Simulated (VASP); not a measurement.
# Pr (relaxed from the bcc structure, space group Im-3m): computed properties

These are PBEsol GGA, VASP's PBE PAW potentials (set 64) (plane waves; VASP) values and carry that method's errors.

* **space group**: Im-3m (229)
* **cell**: a = b = c = 4.0833 Å, α = β = γ = 90.00°
* **volume per atom**: 34.04 Å³/atom
* **band gap (over mesh and band path)**: none (metal, semimetal or under 0.01 eV)
* **density**: 6.87 g/cm³

Pr has the cubic space group Im-3m (No. 229), the bcc (W type) structure, Pearson symbol cI2. Lattice parameters: a = b = c = 4.083 Å, α = β = γ = 90.00°. Pr on 2a sees 8 Pr at 3.536 Å and 6 Pr at 4.083 Å. (Neighbours: up to the widest gap in distance over summed covalent radii, below 1.35, at either atom.)
(The calculation used a cell of 1 atom; values per cell refer to that cell.)

The 4f electrons are frozen in the core of the lanthanide potential, so 4f levels, which can set the real gap, and their magnetism are missing.

The structure was generated: Pr was put into the bcc type (Im-3m), which need not be its known phase. It was relaxed first. Symmetry was kept, so distortions that lower it aren't found.
